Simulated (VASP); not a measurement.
Output of a VASP run:

OSZICAR:
```
       N       E                     dE             d eps       ncg     rms          rms(c)
DAV:   1    -0.201943440178E+02   -0.20194E+02   -0.38494E-05  2000   0.451E-02    0.599E-03
DAV:   2    -0.201943386335E+02    0.53843E-05   -0.44342E-05  1824   0.517E-02    0.276E-03
DAV:   3    -0.201943384244E+02    0.20911E-06   -0.27407E-06  1342   0.111E-02    0.129E-03
DAV:   4    -0.201943384392E+02   -0.14827E-07   -0.56212E-07  1264   0.417E-03
   1 F= -.20194338E+02 E0= -.20194657E+02  d E =0.956569E-03
```

**OUTCAR**
```
------------------------ aborting loop because EDIFF is reached ----------------------------------------
  FORCE on cell =-STRESS in cart. coord.  units (eV):
  Direction    XX          YY          ZZ          XY          YZ          ZX
  --------------------------------------------------------------------------------------
  Total        0.0093172     -2.4813267     -0.5086478      0.0000000      0.0000000      0.0000000
  in kB        0.0291230     -7.7559616     -1.5898965      0.0000000      0.0000000      0.0000000
  external PRESSURE =      -3.1055784 kB  Pullay stress =       0.0000000 kB
  volume of cell :      512.58
      direct lattice vectors                 reciprocal lattice vectors
     5.572987662  0.000000000  0.000000000     0.179436966  0.000000000  0.000000000
     0.000000000  3.434044086  0.000000000     0.000000000  0.291201853  0.000000000
     0.000000000  0.000000000 26.783352435     0.000000000  0.000000000  0.037336626
 POSITION                                       TOTAL-FORCE (eV/Angst)
 -----------------------------------------------------------------------------------
      1.39325      1.71702      9.38759        -0.000000      0.000000      0.020219
      4.17974      0.00000      8.51236         0.000000     -0.000000      0.011625
      1.39325      0.00000     12.40057        -0.000000     -0.000000     -0.021632
      4.17974      1.71702     11.43887         0.000000     -0.000000      0.031418
      1.39325      1.71702     15.34449         0.000000     -0.000000     -0.031418
      4.17974      0.00000     14.38279         0.000000     -0.000000      0.021632
      1.39325      0.00000     18.27099        -0.000000     -0.000000     -0.011625
      4.17974      1.71702     17.39577         0.000000     -0.000000     -0.020219
 -----------------------------------------------------------------------------------
    total drift:                                0.000000     -0.000000      0.000000
  FREE ENERGIE OF THE ION-ELECTRON SYSTEM (eV)
  ---------------------------------------------------
  free  energy   TOTEN  =       -20.1943384392 eV

  energy  without entropy=      -20.1952950084  energy(sigma->0) =      -20.19465730

 total charge

# of ion       s       p       d       tot
------------------------------------------
    1        1.180   0.377   9.634  11.191
    2        1.206   0.340   9.637  11.183
    3        1.164   0.404   9.635  11.203
    4        1.164   0.410   9.634  11.208
    5        1.164   0.410   9.634  11.208
    6        1.164   0.404   9.635  11.203
    7        1.206   0.340   9.637  11.183
    8        1.180   0.377   9.634  11.191
--------------------------------------------------
tot          9.428   3.062  77.081  89.571
```
(Selected blocks of OUTCAR.)

File POSCAR:
```
Tl(100) slab
1
    5.5729876616     0.0000000000     0.0000000000
    0.0000000000     3.4340440861     0.0000000000
    0.0000000000     0.0000000000    26.7833524351
Tl
8
Direct
  0.2500000000   0.5000000000   0.3505007783
  0.7500000000   0.0000000000   0.3178228106
  0.2500000000   0.0000000000   0.4629952538
  0.7500000000   0.5000000000   0.4270886644
  0.2500000000   0.5000000000   0.5729113356
  0.7500000000   0.0000000000   0.5370047462
  0.2500000000   0.0000000000   0.6821771894
  0.7500000000   0.5000000000   0.6494992217
```

Write an INCAR and KPOINTS that could have produced this output.

Several could match; the one computed here: the input of the run itself, PBEsol GGA, plane waves, VASP's PBE PAW potentials (set 64).

**INCAR**
```
ALGO = Normal
DIPOL = 0.5 0.5 0.5
EDIFF = 1E-6
ENCUT = 400
GGA = PS
IDIPOL = 3
ISMEAR = 1
LASPH = T
LCHARG = F
LDIPOL = T
LMAXMIX = 4
LORBIT = 11
LREAL = F
LVHAR = T
LWAVE = F
NELM = 100
NELMIN = 4
PREC = Normal
SIGMA = 0.1
SYSTEM = Tl(100) slab
```

### KPOINTS
```
Automatic mesh
0
Gamma
5 8 1
0 0 0
```

POTCAR, in this order: Tl_d (PBE.64 set). Program: vasp_std. Read from the step before: WAVECAR.

The cell is a thin slab with vacuum, built from Tl (hcp): (100) face.
